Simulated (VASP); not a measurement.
An input for Quantum ESPRESSO's pw.x (written as the equivalent of a VASP run, and not itself run):

```
&CONTROL
  calculation = 'vc-relax'
  pseudo_dir = './pseudo'
  outdir = './out'
  tprnfor = .true.
  tstress = .true.
  nstep = 60
  forc_conv_thr = 0.00078
/
&SYSTEM
  ibrav = 0
  nat = 3
  ntyp = 2
  ecutwfc = 86
  occupations = 'smearing'
  smearing = 'methfessel-paxton'
  degauss = 0.00735
  input_dft = 'vdw-df-obk8'
/
&ELECTRONS
  conv_thr = 7.3e-08
  electron_maxstep = 100
/
&IONS
/
&CELL
/
ATOMIC_SPECIES
  Ti 47.867 Ti.upf
  Se 78.971 Se.upf
CELL_PARAMETERS angstrom
     1.7754904   -3.0752397    0.0000000
     1.7754904    3.0752397   -0.0000000
     0.0000000   -0.0000000    6.0265747
ATOMIC_POSITIONS crystal
  Ti   0.0000000  0.0000000  0.0000000
  Se   0.3333330  0.6666670  0.2562096
  Se   0.6666670  0.3333330  0.7437904
K_POINTS automatic
  9 9 5 0 0 0
```

Translate this input to VASP (INCAR, KPOINTS, POSCAR, choice of POTCAR).

This is not unique; one that fits is 
POSCAR:
```
TiSe2
1
    1.7754904426    -3.0752397261     0.0000000000
    1.7754904426     3.0752397261    -0.0000000000
    0.0000000000    -0.0000000000     6.0265746841
Ti Se
1 2
Direct
  0.0000000000   0.0000000000   0.0000000000
  0.3333330000   0.6666670000   0.2562095882
  0.6666670000   0.3333330000   0.7437904118
```

File KPOINTS:
```
kpoints
0
G
  9 9 5
0 0 0
```

**INCAR**
```
AGGAC  =  0.0
ALGO  =  Normal
EDIFF  =  1E-6
EDIFFG  =  -0.02
ENCUT  =  520
GGA  =  BO
IBRION  =  2
ISIF  =  3
ISMEAR  =  1
LASPH  =  .TRUE.
LCHARG  =  .FALSE.
LMAXMIX  =  4
LREAL  =  .FALSE.
LUSE_VDW  =  .TRUE.
LWAVE  =  .FALSE.
NELM  =  100
NSW  =  60
PARAM1  =  0.1833333333
PARAM2  =  0.22
PREC  =  Accurate
SIGMA  =  0.1
SYSTEM  =  TiSe2
```

POTCAR, in this order: Ti_sv Se (PBE.64 set). Program: vasp_std.

Limits of the translation: the potentials are each code's own (VASP's PAW set, PseudoDojo norm-conserving files in pw.x), so ENCUT and ecutwfc are chosen apart and not converted; conv_thr bounds pw.x's estimated SCF error, while EDIFF bounds the energy change between steps; forc_conv_thr acts on force components and is met together with etot_conv_thr.

The compound is TiSe2 in the 1T layered structure. It was relaxed first. The start is the result of an earlier pass.
